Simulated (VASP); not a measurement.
The input files of a VASP run:

KPOINTS:
```
Automatic mesh
0
Gamma
8 8 8
0 0 0
```

### POSCAR
```
Tc3As
1.0
  0.0000000000   3.0358081065   3.0358081065
  3.0358081065   0.0000000000   3.0358081065
  3.0358081065   3.0358081065   0.0000000000
As Tc
1 3
Cart
  0.0000000000   0.0000000000   0.0000000000
  3.0358081065   3.0358081065   3.0358081065
  1.5179040533   1.5179040533   1.5179040533
  4.5537121598   4.5537121598   4.5537121598
```

INCAR:
```
# general
SYSTEM  = Tc3As
PREC    = Accurate
ENCUT   = 480   # plane-wave cut-off (eV)
LREAL   = F   # projection in real space or not
LASPH   = T   # aspherical one-centre terms

# electronic loop
EDIFF   = 1E-7   # SCF stop (eV)
NELM    = 100   # most electronic steps
ALGO    = Normal
LMAXMIX = 4

# smearing
ISMEAR  = 1   # Methfessel-Paxton
SIGMA   = 0.1

# functional
GGA     = PS

# ions
ISIF    = 2

# output
LWAVE   = F
LCHARG  = F
```

POTCAR, in this order: As Tc_pv (PBE.64 set). Program: vasp_std.

Write an equivalent input for Ansatz.

One equivalent input (not run):
Ansatz 0.2 input:
```yaml
crystal:
  lattice:
    - [0.0000000, 3.0358081, 3.0358081]
    - [3.0358081, 0.0000000, 3.0358081]
    - [3.0358081, 3.0358081, 0.0000000]
  atoms:
    - { symbol: As, position: [0.0000000, 0.0000000, 0.0000000] }
    - { symbol: Tc, position: [0.5000000, 0.5000000, 0.5000000] }
    - { symbol: Tc, position: [0.2500000, 0.2500000, 0.2500000] }
    - { symbol: Tc, position: [0.7500000, 0.7500000, 0.7500000] }
kpoints:
  mp_grid: { grid: [8, 8, 8] }
hamiltonian:
  xc: pbesol
  pseudopotentials: { kind: paw }
scf:
  occupations: { method: methfessel_paxton, width: 0.1 }
  max_iter: 100
output: { forces: true, stress: true, eigenvalues: true }
```
Limits of the translation: each code has its own PAW files, so the cut-off isn't converted (ENCUT is set for VASP's; basis.ecutwfc is left out, and Ansatz then takes the one that its files recommend); Ansatz stops its SCF on the density residual and VASP on the energy change (EDIFF).

The structure was generated: Tc3As was put into the D03 type (Fm-3m), which need not be its known phase. It was relaxed first, which changed the volume by -21 %.
